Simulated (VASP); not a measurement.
Runs of VASP 6.6.1 on PC2. The structure is hexagonal, space group P6_3/mmc (No. 194). Conventional cell: a = 2.852 Å, b = 2.852 Å, c = 7.033 Å, α = 90.00°, β = 90.00°, γ = 120.00°. Around P (site symmetry -3m) lie 6 C at 1.95 Å. C (site symmetry 3m) is surrounded by 1 C at 1.42 Å. The cell was built by a generator and needn't be a form met in nature.

```csv
task,cell,k mesh,cutoff (eV),gap on the mesh (eV),pressure (GPa),relaxed volume (Å³/atom),largest force (eV/Å)
relaxation of cell and atoms,relaxed,15 × 15 × 6,600,none,0.0,8.24,0.01
single point,"P6_3/mmc, 7.7 Å³/atom",9 × 9 × 4,520,none,44.3,-,8.48
single point,"P6_3/mmc, 8.25 Å³/atom",15 × 15 × 6,520,none,-0.3,-,0.07
single point,"P6_3/mmc, 8.25 Å³/atom",9 × 9 × 4,520,none,-0.3,-,0.07
relaxation of cell and atoms,relaxed,9 × 9 × 4,600,none,0.1,(a),0.01
```

Alike in all rows: level PBE; potentials or basis VASP PAW PBE potentials, release 64 (P, C); no spin polarisation; smearing gaussian 0.1 eV.

Problem. Fill in the values left out.

Solution. (a) 8.23.

Caveats: a pressure of tens of GPa on the cell as given is suspect, and the run, the potentials or the cell itself is likely at fault (some runs); forces of over 1 eV/Å show positions far from the minimum, so gaps and moduli don't describe the material at rest (some runs).

A gap of «none» marks a metal or a gap under the smearing width.
